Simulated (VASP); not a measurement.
Data:

```yaml
crystal:
  lattice:
    - [4.06305, 0.00000, 0.00000]
    - [0.00000, 4.06305, 0.00000]
    - [0.00000, 0.00000, 4.06305]
  atoms:
    - { symbol: Ti, position: [0.00000, 0.00000, 0.00000] }
    - { symbol: Pt, position: [0.00000, 0.50000, 0.50000] }
    - { symbol: Pt, position: [0.50000, 0.00000, 0.50000] }
    - { symbol: Pt, position: [0.50000, 0.50000, 0.00000] }
```

Computed with vdW-DF2, VASP's PBE PAW potentials (set 64) (plane waves; VASP). Numerical set-up: 520 eV cut-off, 9×9×9 Γ-centred mesh, tetrahedra with Blöchl corrections, potentials Ti_sv Pt.

Unless said otherwise, spin-orbit coupling is left out, though it shifts the bands of the heavy elements here.

Question: What does the run give for the energy per atom (σ→0), band gap (on the k-mesh) with the smallest direct gap where there is one?

Answer: 
band gap (on the k-mesh): none (metal, semimetal or under 0.01 eV)
energy per atom (σ→0): -3.839 eV/atom

Total energies compare only between runs with the same potentials, cut-off and functional.

The compound is Pt3Ti in the L1_2 structure. It was relaxed first, which changed the volume by +11 %.
